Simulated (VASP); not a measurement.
Computed with PW91 GGA, VASP's PBE PAW potentials (set 64) (plane waves; VASP 6.6.1). For the first row: Numerical set-up: 520 eV cut-off, 5×5×8 Γ-centred mesh, Gaussian smearing of 0.050 eV, potentials Si O.

| system | energy (eV/atom) |
|---|---|
| SiO2 (rutile) | -7.7680 |
| Si atom | -0.7468 |
| O atom | -1.7584 |

Atoms are spin-polarised in a large box without symmetry, with the spin fixed by Hund's rule, and may not be in the lowest state of each functional; no zero-point energy is added.

Question: What is the cohesive energy per atom of SiO2?

Answer: The references average (2×(-0.7468) + 4×(-1.7584))/6 = -1.4212 eV, so the cohesive energy is -1.4212 − (-7.7680) = 6.347 eV/atom.
